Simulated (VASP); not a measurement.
# AsN with PBEsol + D3(BJ): from relaxation to properties, part 2 of 5

Wanted: the relaxed cell of AsN and its properties. The cell is invented: it takes the structure of a Materials Project entry for AsP (space group 160 there), with some of its atoms replaced by other elements, volume scaled by an estimate. It may not be a known or stable phase.

VASP 6.6.1; PBEsol with D3(BJ); plane waves and PAW (As, N); invented cell.

Still holding for the runs below: The k-mesh is coarse for a metal.

So far. Step 2 (Rough relaxation of the start cell): It ends with a largest force of 0.004 eV/Å and a pressure of -0.13 GPa.

## 3. Relaxing cell and atoms (PBEsol + D3(BJ))

Properties are meant for the cell that this level of theory prefers, so cell and atoms are relaxed first (ISIF = 3) until forces and stress are small; EDIFFG sets the threshold.

The input, INCAR:

```
SYSTEM = AsN
PREC = Accurate
ENCUT = 520
EDIFF = 1E-06
NELM = 100
ISMEAR = 0
SIGMA = 0.05
LREAL = .FALSE.
ALGO = Normal
GGA = PS
IVDW = 12
NBANDS = 11
LORBIT = 11
LWAVE = .FALSE.
LCHARG = .FALSE.
IBRION = 2
NSW = 60
ISIF = 3
EDIFFG = -0.01
```

The input, POSCAR:

```
AsN
1.0
    1.5107928978      0.8722568462      3.3114736924
   -1.5107928978      0.8722568462      3.3114736924
    0.0000000000     -1.7445136925      3.3114736924
As N
1 1
Direct
    0.2144076835      0.2144076835      0.2144076835
    0.7855923165      0.7855923165      0.7855923165
```

The input, KPOINTS:

```
Automatic mesh
0
Gamma
8 8 8
0 0 0
```

PAW data sets: As and N (PBE family, release 64).

The run is started by

```console
$ mpirun -np 1 vasp_std
```

The log of the run:

```text
[banner, memory and clock lines left out]
running    1 mpi-ranks, on    1 nodes
 distrk:  each k-point on    1 cores,    1 groups
 distr:  one band on    1 cores,    1 groups

 POSCAR found type information on POSCAR AsN
 POSCAR found :  2 types and       2 ions
 [... a notice as in an earlier step ...]

 LDA part: xc-table for (Slater+PW92), standard interpolation
 POSCAR, INCAR and KPOINTS ok, starting setup
 FFT: planning ... GRIDC
 FFT: planning ... GRID_SOFT
 FFT: planning ... GRID
 WAVECAR not read
 entering main loop
       N       E                     dE             d eps       ncg     rms          rms(c)
DAV:   1     0.261297341959E+02    0.26130E+02   -0.50950E+03  1438   0.815E+02
DAV:   2    -0.123924652982E+02   -0.38522E+02   -0.36860E+02  1933   0.156E+02
DAV:   3    -0.138428876849E+02   -0.14504E+01   -0.14458E+01  1730   0.302E+01
DAV:   4    -0.138480292209E+02   -0.51415E-02   -0.51412E-02  1606   0.204E+00
DAV:   5    -0.138480452657E+02   -0.16045E-04   -0.16045E-04  1753   0.110E-01    0.799E+00
DAV:   6    -0.126402564571E+02    0.12078E+01   -0.11824E+01  1658   0.177E+01    0.359E+00
DAV:   7    -0.125462329696E+02    0.94023E-01   -0.75825E-01  1496   0.564E+00    0.233E+00
DAV:   8    -0.125311343870E+02    0.15099E-01   -0.12088E-01  1607   0.256E+00    0.489E-01
DAV:   9    -0.125270286970E+02    0.41057E-02   -0.25957E-02  1595   0.933E-01    0.152E-01
DAV:  10    -0.125271042841E+02   -0.75587E-04   -0.11056E-03  1637   0.266E-01    0.208E-02
DAV:  11    -0.125271063979E+02   -0.21138E-05   -0.23597E-05  1685   0.369E-02    0.969E-03
DAV:  12    -0.125271089872E+02   -0.25893E-05   -0.28983E-06  1616   0.146E-02    0.426E-03
DAV:  13    -0.125271089235E+02    0.63687E-07   -0.24077E-07   832   0.382E-03
   1 F= -.13024200E+02 E0= -.13024031E+02  d E =-.130242E+02
 curvature:   0.00 expect dE= 0.000E+00 dE for cont linesearch  0.000E+00
 trial: gam= 0.00000 g(F)=  0.212E-03 g(S)=  0.285E-02 ort = 0.000E+00 (trialstep = 0.100E+01)
 search vector abs. value=  0.307E-02
 bond charge predicted
       N       E                     dE             d eps       ncg     rms          rms(c)
DAV:   1    -0.125288045355E+02   -0.16955E-02   -0.12921E-01  1598   0.293E+00    0.261E-01
DAV:   2    -0.125273775608E+02    0.14270E-02   -0.45870E-03  1673   0.460E-01    0.121E-01
DAV:   3    -0.125269465329E+02    0.43103E-03   -0.81659E-04  1598   0.178E-01    0.530E-02
DAV:   4    -0.125268830064E+02    0.63526E-04   -0.18789E-04  1670   0.902E-02    0.167E-02
DAV:   5    -0.125268818745E+02    0.11319E-05   -0.11876E-05  1535   0.264E-02    0.547E-03
DAV:   6    -0.125268818803E+02   -0.58565E-08   -0.10887E-06   808   0.730E-03
   2 F= -.13026328E+02 E0= -.13026159E+02  d E =-.212817E-02
[... from here on, the cycles between the ionic steps are left out ...]
   3 F= -.13026665E+02 E0= -.13026481E+02  d E =-.246489E-02
   4 F= -.13028184E+02 E0= -.13028003E+02  d E =-.151934E-02
   5 F= -.13030405E+02 E0= -.13030208E+02  d E =-.374078E-02
   6 F= -.13031184E+02 E0= -.13030977E+02  d E =-.778613E-03
   7 F= -.13032166E+02 E0= -.13031879E+02  d E =-.176051E-02
   8 F= -.13032166E+02 E0= -.13031882E+02  d E =-.176101E-02
   9 F= -.13031922E+02 E0= -.13031682E+02  d E =-.151664E-02
  10 F= -.13032165E+02 E0= -.13031883E+02  d E =-.175946E-02
  11 F= -.13032208E+02 E0= -.13031918E+02  d E =-.434618E-04
 ZBRENT: can't locate minimum, use default step
 trial-energy change:   -0.000043  1 .order   -0.000044   -0.000049   -0.000039
 step:   1.1740(harm=  1.4480)  dis= 0.00232  next Energy=   -13.032285 (dE=-0.120E-03)
 bond charge predicted
       N       E                     dE             d eps       ncg     rms          rms(c)
DAV:   1    -0.125479780962E+02   -0.25931E-02   -0.47013E-02  1478   0.157E+00    0.159E-01
DAV:   2    -0.125473513104E+02    0.62679E-03   -0.33374E-03  1664   0.360E-01    0.620E-02
DAV:   3    -0.125472110354E+02    0.14028E-03   -0.39836E-04  1595   0.122E-01    0.359E-02
DAV:   4    -0.125471672380E+02    0.43797E-04   -0.15256E-04  1607   0.743E-02    0.112E-02
DAV:   5    -0.125471671581E+02    0.79946E-07   -0.55430E-06  1517   0.187E-02
  12 F= -.13032281E+02 E0= -.13031971E+02  d E =-.116161E-03
 curvature:  -3.21 expect dE=-0.671E-04 dE for cont linesearch -0.572E-05
 trial: gam= 0.05058 g(F)=  0.748E-05 g(S)=  0.134E-04 ort = 0.372E-04 (trialstep = 0.470E+00)
 search vector abs. value=  0.266E-04
 reached required accuracy - stopping structural energy minimisation
```

Wall time 3.4 min (1 MPI rank of AMD EPYC 7R43, shared host); peak memory 0.15 GiB.

From OUTCAR (step 3):

```text
  LATTYP: Found a trigonal (rhomboedric) cell.
 ALAT       =     3.7428846097
 COS(alpha) =     0.6741429702

The static configuration has the point symmetry C_3v.

 Found     65 irreducible k-points:

   k-points           NKPTS =     65   k-points in BZ     NKDIM =     65   number of bands    NBANDS=     11

   dimension x,y,z NGX =    28 NGY =   28 NGZ =   28
   dimension x,y,z NGXF=    56 NGYF=   56 NGZF=   56

   ENCUT  =  520.0 eV  38.22 Ry    6.18 a.u.   6.96  6.96  6.96*2*pi/ulx,y,z

   NELECT =      10.0000    total number of electrons

 Edisp (eV)   -0.48682

 E-fermi :   6.4607

 k-point     1 :       0.0000    0.0000    0.0000
  band No.  band energies     occupation
      1     -13.0770      2.00000
      2      -1.2550      2.00000
      3       2.6294      2.00000
      4       3.2347      2.00000
      5       3.2347      2.00000
      6       8.4174      0.00000
      7      11.4851      0.00000
      8      11.4851      0.00000
      9      16.5663      0.00000
     10      19.1399      0.00000
    ...

 k-point     2 :       0.1250    0.0000    0.0000
  band No.  band energies     occupation
      1     -12.7875      2.00000
      2      -1.4703      2.00000
      3       2.0583      2.00000
      4       2.9370      2.00000
      5       3.1202      2.00000
      6       9.0906      0.00000
      7      10.6504      0.00000
      8      11.5979      0.00000
      9      15.5601      0.00000
     10      17.9088      0.00000
    ...

 Edisp (eV)   -0.48511

  Total      -0.00974    -0.00974     0.01913     0.00000    -0.00000     0.00000
  in kB      -0.58066    -0.58066     1.14028     0.00000    -0.00000     0.00000
  external pressure =       -0.01 kB  Pullay stress =        0.00 kB

  energy-cutoff  :      520.00
  volume of cell :       26.88
      direct lattice vectors                 reciprocal lattice vectors
     1.489350246  0.859876919  3.497553273     0.335716868  0.193826190  0.095304719
    -1.489350246  0.859876919  3.497553273    -0.335716868  0.193826190  0.095304719
    -0.000000000 -1.719753838  3.497553273     0.000000000 -0.387652379  0.095304719

 POSITION                                       TOTAL-FORCE (eV/Angst)
 -----------------------------------------------------------------------------------
     -0.00000     -0.00000      2.22968        -0.000000     -0.000000      0.008806
     -0.00000     -0.00000      8.26298         0.000000      0.000000     -0.008806
 -----------------------------------------------------------------------------------
    total drift:                               -0.000000      0.000009      0.000570

  FREE ENERGIE OF THE ION-ELECTRON SYSTEM (eV)
  ---------------------------------------------------
  free  energy   TOTEN  =       -13.0322810419 eV

  energy  without entropy=      -13.0316601720  energy(sigma->0) =      -13.03197061

 total charge
# of ion       s       p       d       tot
------------------------------------------
    1        1.313   1.287   0.124   2.724
    2        1.292   2.339   0.000   3.631
--------------------------------------------------
tot          2.605   3.626   0.124   6.355

[... 2 parts as in an earlier step ...]

[... 7 further parts left out ...]
```

CONTCAR:

```
AsN
   1.00000000000000
     1.4893502464950599    0.8598769188629268    3.4975532727962739
    -1.4893502464950599    0.8598769188629268    3.4975532727962739
    -0.0000000000000000   -1.7197538378300175    3.4975532727977376
  As              N
     1     1
Direct
     0.2124988745088777    0.2124988745088777    0.2124988745088779
     0.7875011254911222    0.7875011254911222    0.7875011254911223
```

Step by step:

```
step  energy less that of the first step (eV)  largest force (eV/Å)  pressure (GPa)  volume (Å³)
   1                                   0.0000                0.0469           -0.36        26.18
   2                                  -0.0021                0.0267            0.28        26.07
   3                                  -0.0025                0.0701            0.65        26.00
   4                                  -0.0040                0.0987            0.25        26.17
   5                                  -0.0062                0.1809           -0.79        26.64
   6                                  -0.0070                0.1321           -0.52        26.67
   7                                  -0.0080                0.0161            0.31        26.75
   8                                  -0.0080                0.0132            0.26        26.75
   9                                  -0.0077                0.0599           -0.12        26.71
  10                                  -0.0080                0.0097            0.26        26.75
  11                                  -0.0080                0.0093            0.20        26.78
  12                                  -0.0081                0.0088            0.00        26.88
```

```
conventional cell, symmetrised  before   after  change
                         a (Å)   3.022   2.979  -1.4 %
                         b (Å)   3.022   2.979  -1.4 %
                         c (Å)   9.934  10.493  +5.6 %
              volume (Å³/atom)   13.09   13.44  +2.6 %
```

The atoms that moved most (Å, as changes of fractional coordinates times the final cell):

```
atom     dx     dy      dz  length
 As1  0.000  0.000  -0.020   0.020
  N2  0.000  0.000   0.020   0.020
```

Final coordinates:

```
As N
1.0
     1.48935    0.85988    3.49755
    -1.48935    0.85988    3.49755
     0.00000   -1.71975    3.49755
As N
1 1
Direct
  0.21250 0.21250 0.21250
  0.78750 0.78750 0.78750
```

This step gave:

```
irreducible k-points            : 65
Fermi energy                    : 6.461 eV
pressure                        : -7.01e-4 GPa
SCF cycles over all ionic steps : 71
```

It ends with a largest force of 0.009 eV/Å and a pressure of 0.00 GPa.

## 4. Second relaxation

A relaxation keeps the plane waves of the cell it began with, so it is repeated from the new cell, on a basis made for it.

INCAR is that of step 3.

The input, POSCAR:

```
AsN
1.0
    1.4893502465      0.8598769189      3.4975532728
   -1.4893502465      0.8598769189      3.4975532728
    0.0000000000     -1.7197538378      3.4975532728
As N
1 1
Direct
    0.2124988745      0.2124988745      0.2124988745
    0.7875011255      0.7875011255      0.7875011255
```

KPOINTS is that of step 3.

The run is started by

```console
$ mpirun -np 1 vasp_std
```

The log of the run:

```text
[... set-up lines as in an earlier step ...]
 entering main loop
       N       E                     dE             d eps       ncg     rms          rms(c)
DAV:   1     0.278467788851E+02    0.27847E+02   -0.50196E+03  1438   0.807E+02
DAV:   2    -0.123990629726E+02   -0.40246E+02   -0.38657E+02  1889   0.157E+02
DAV:   3    -0.139026567192E+02   -0.15036E+01   -0.14996E+01  1722   0.307E+01
DAV:   4    -0.139085390545E+02   -0.58823E-02   -0.58818E-02  1638   0.215E+00
DAV:   5    -0.139085576920E+02   -0.18637E-04   -0.18637E-04  1712   0.117E-01    0.805E+00
DAV:   6    -0.126620148464E+02    0.12465E+01   -0.11857E+01  1636   0.180E+01    0.359E+00
DAV:   7    -0.125680991258E+02    0.93916E-01   -0.77347E-01  1508   0.575E+00    0.232E+00
DAV:   8    -0.125509041353E+02    0.17195E-01   -0.11000E-01  1637   0.249E+00    0.429E-01
DAV:   9    -0.125480405274E+02    0.28636E-02   -0.17923E-02  1580   0.791E-01    0.143E-01
DAV:  10    -0.125480791234E+02   -0.38596E-04   -0.11805E-03  1649   0.251E-01    0.250E-02
DAV:  11    -0.125480697904E+02    0.93330E-05   -0.11902E-04  1711   0.671E-02    0.118E-02
DAV:  12    -0.125480730010E+02   -0.32106E-05   -0.83103E-06  1622   0.233E-02    0.444E-03
DAV:  13    -0.125480730519E+02   -0.50846E-07   -0.38994E-07   874   0.483E-03
   1 F= -.13033187E+02 E0= -.13032876E+02  d E =-.130332E+02
 curvature:   0.00 expect dE= 0.000E+00 dE for cont linesearch  0.000E+00
 trial: gam= 0.00000 g(F)=  0.547E-05 g(S)=  0.473E-04 ort = 0.000E+00 (trialstep = 0.100E+01)
 search vector abs. value=  0.528E-04
 bond charge predicted
       N       E                     dE             d eps       ncg     rms          rms(c)
DAV:   1    -0.125485470420E+02   -0.47404E-03   -0.23692E-03  1499   0.392E-01    0.369E-02
DAV:   2    -0.125484998491E+02    0.47193E-04   -0.11819E-04  1673   0.682E-02    0.188E-02
DAV:   3    -0.125484867884E+02    0.13061E-04   -0.28505E-05  1633   0.320E-02    0.862E-03
DAV:   4    -0.125484846928E+02    0.20956E-05   -0.78437E-06  1646   0.176E-02    0.280E-03
DAV:   5    -0.125484846289E+02    0.63875E-07   -0.33288E-07   814   0.495E-03
   2 F= -.13033218E+02 E0= -.13032904E+02  d E =-.308588E-04
[... from here on, the cycles between the ionic steps are left out ...]
   3 F= -.13033219E+02 E0= -.13032904E+02  d E =-.318212E-04
   4 F= -.13033240E+02 E0= -.13032924E+02  d E =-.210289E-04
   5 F= -.13033292E+02 E0= -.13032974E+02  d E =-.734649E-04
   6 F= -.13033347E+02 E0= -.13033037E+02  d E =-.127743E-03
   7 F= -.13033391E+02 E0= -.13033086E+02  d E =-.443271E-04
   8 F= -.13033482E+02 E0= -.13033196E+02  d E =-.135848E-03
   9 F= -.13033534E+02 E0= -.13033288E+02  d E =-.187176E-03
  10 F= -.13033539E+02 E0= -.13033286E+02  d E =-.192213E-03
 curvature:  -4.32 expect dE=-0.144E-03 dE for cont linesearch -0.109E-06
 trial: gam= 0.49186 g(F)=  0.238E-04 g(S)=  0.958E-05 ort =-0.374E-05 (trialstep = 0.719E+00)
 search vector abs. value=  0.163E-03
 bond charge predicted
       N       E                     dE             d eps       ncg     rms          rms(c)
DAV:   1    -0.125534915931E+02   -0.74417E-03   -0.48294E-03  1469   0.513E-01    0.562E-02
DAV:   2    -0.125533954703E+02    0.96123E-04   -0.34666E-04  1661   0.118E-01    0.246E-02
DAV:   3    -0.125533720076E+02    0.23463E-04   -0.52453E-05  1595   0.440E-02    0.128E-02
DAV:   4    -0.125533667264E+02    0.52811E-05   -0.18356E-05  1628   0.261E-02    0.401E-03
DAV:   5    -0.125533666615E+02    0.64970E-07   -0.63351E-07   814   0.670E-03
  11 F= -.13033549E+02 E0= -.13033305E+02  d E =-.105517E-04
 trial-energy change:   -0.000011  1 .order   -0.000011   -0.000023    0.000001
 step:   0.6881(harm=  0.6881)  dis= 0.00017  next Energy=   -13.033550 (dE=-0.108E-04)
 reached required accuracy - stopping structural energy minimisation
```

Wall time 3 min (1 MPI rank); peak memory 0.16 GiB.

OUTCAR, selected parts (step 4):

```text
  LATTYP: Found a trigonal (rhomboedric) cell.
 ALAT       =     3.8974903936
 COS(alpha) =     0.7079523763

The static configuration has the point symmetry C_3v.

 Found     65 irreducible k-points:

   dimension x,y,z NGX =    30 NGY =   30 NGZ =   30
   dimension x,y,z NGXF=    60 NGYF=   60 NGZF=   60

   ENCUT  =  520.0 eV  38.22 Ry    6.18 a.u.   7.25  7.25  7.25*2*pi/ulx,y,z

   NELECT =      10.0000    total number of electrons

 Edisp (eV)   -0.48079

 E-fermi :   6.2962

 k-point     1 :       0.0000    0.0000    0.0000
  band No.  band energies     occupation
      1     -13.2150      2.00000
      2      -1.5139      2.00000
      3       2.5266      2.00000
      4       3.1350      2.00000
      5       3.1350      2.00000
      6       8.2847      0.00000
      7      11.3755      0.00000
      8      11.3755      0.00000
      9      16.3780      0.00000
     10      19.1273      0.00000
    ...

 k-point     2 :       0.1250    0.0000   -0.0000
  band No.  band energies     occupation
      1     -12.9248      2.00000
      2      -1.6860      2.00000
      3       1.9197      2.00000
      4       2.8304      2.00000
      5       3.0008      2.00000
      6       8.9756      0.00000
      7      10.5326      0.00000
      8      11.5028      0.00000
      9      15.4226      0.00000
     10      17.8747      0.00000
    ...

 Edisp (eV)   -0.48018

  Total      -0.01810    -0.01810    -0.00219     0.00000    -0.00000     0.00000
  in kB      -1.06773    -1.06773    -0.12923     0.00000    -0.00000     0.00000
  external pressure =       -0.75 kB  Pullay stress =        0.00 kB

  energy-cutoff  :      520.00
  volume of cell :       27.16
      direct lattice vectors                 reciprocal lattice vectors
     1.485680142  0.857757982  3.551945623     0.336546196  0.194305002  0.093845281
    -1.485680142  0.857757982  3.551945623    -0.336546196  0.194305002  0.093845281
     0.000000000 -1.715515964  3.551945623     0.000000000 -0.388610005  0.093845281

 POSITION                                       TOTAL-FORCE (eV/Angst)
 -----------------------------------------------------------------------------------
      0.00000      0.00000      2.25778         0.000000     -0.000000      0.001194
      0.00000      0.00000      8.39806         0.000000      0.000000     -0.001194
 -----------------------------------------------------------------------------------
    total drift:                               -0.000000      0.000009     -0.000281

  FREE ENERGIE OF THE ION-ELECTRON SYSTEM (eV)
  ---------------------------------------------------
  free  energy   TOTEN  =       -13.0335492644 eV

  energy  without entropy=      -13.0330603574  energy(sigma->0) =      -13.03330481

 total charge
# of ion       s       p       d       tot
------------------------------------------
    1        1.309   1.294   0.125   2.728
    2        1.291   2.342   0.000   3.634
--------------------------------------------------
tot          2.600   3.636   0.125   6.361

[... 3 parts as in an earlier step ...]

[... 7 further parts left out ...]
```

Relaxation path:

```
step  energy less that of the first step (eV)  largest force (eV/Å)  pressure (GPa)  volume (Å³)
   1                                   0.0000                0.0075            0.07        26.88
   2                                   0.0000                0.0166           -0.05        26.90
   3                                   0.0000                0.0226           -0.05        26.90
   4                                  -0.0001                0.0226           -0.05        26.90
   5                                  -0.0001                0.0231            0.03        26.91
   6                                  -0.0002                0.0243            0.18        26.93
   7                                  -0.0002                0.0200            0.17        26.96
   8                                  -0.0003                0.0067            0.11        27.02
   9                                  -0.0003                0.0217            0.01        27.15
  10                                  -0.0004                0.0157            0.03        27.12
  11                                  -0.0004                0.0012           -0.08        27.16
```

```
conventional cell, symmetrised  before   after  change
                         a (Å)   2.979   2.971  -0.2 %
                         b (Å)   2.979   2.971  -0.2 %
                         c (Å)  10.493  10.656  +1.6 %
              volume (Å³/atom)   13.44   13.58  +1.1 %
```

The relaxed structure:

```xyz
2
Lattice="1.4857 0.8578 3.5519 -1.4857 0.8578 3.5519 0.0000 -1.7155 3.5519" Properties=species:S:1:pos:R:3 pbc="T T T"
As    0.0000    0.0000    2.2578
N     0.0000    0.0000    8.3981
```

Numbers from this step:

```
Fermi energy                    : 6.296 eV
pressure                        : -0.07549 GPa
SCF cycles over all ionic steps : 60
```

It ends with a largest force of 0.001 eV/Å and a pressure of -0.08 GPa.

[end of part 2 of 5]

[Lines on the potential files, build, host, timing and source positions are cut from VASP's logs without a mark.]

[Logs are printed without paths, hosts, clocks, repeated set-up lines and the standing remarks that a program may print on its own settings, such as how far it seeks lower states.]

[Hosts, paths, dates, database ids (printed as entryN), source tags and the programs' standing remarks are cut or masked in the printed files.]

[A measured line is paired with the nearest computed mode of its activity, which favours agreement.]
